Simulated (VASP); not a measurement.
```yaml
crystal:
  lattice:
    - [0.00000, 3.08916, 3.08916]
    - [3.08916, 0.00000, 3.08916]
    - [3.08916, 3.08916, 0.00000]
  atoms:
    - { symbol: In, position: [0.00000, 0.00000, 0.00000] }
    - { symbol: As, position: [0.25000, 0.25000, 0.25000] }
```

Level of theory: PBE GGA, VASP's PBE PAW potentials (set 64) (plane waves; VASP). Settings: 350 eV cut-off, Gaussian smearing of 0.050 eV, potentials In_d As.

Q: Give the energies of bands 7 to 12 at the high-symmetry points, in eV from the Fermi level.

A: 
```json
[
 {"band": "7", "Γ": "-0.53", "X": "-5.57", "U": "-5.45", "L": "-5.45", "W": "-5.45"},
 {"band": "8", "Γ": "0.00", "X": "-2.12", "U": "-2.98", "L": "-0.90", "W": "-2.69"},
 {"band": "9", "Γ": "0.00", "X": "-2.12", "U": "-1.77", "L": "-0.90", "W": "-2.60"},
 {"band": "10", "Γ": "0.00", "X": "1.65", "U": "2.12", "L": "0.82", "W": "3.93"},
 {"band": "11", "Γ": "3.87", "X": "2.04", "U": "4.12", "L": "4.63", "W": "4.27"},
 {"band": "12", "Γ": "3.87", "X": "8.78", "U": "7.03", "L": "4.63", "W": "4.82"}
]
```

It has no gap at this level: it comes out as a metal or semimetal.

The compound is InAs in the zinc blende structure. It was relaxed first, which changed the volume by +6 %.
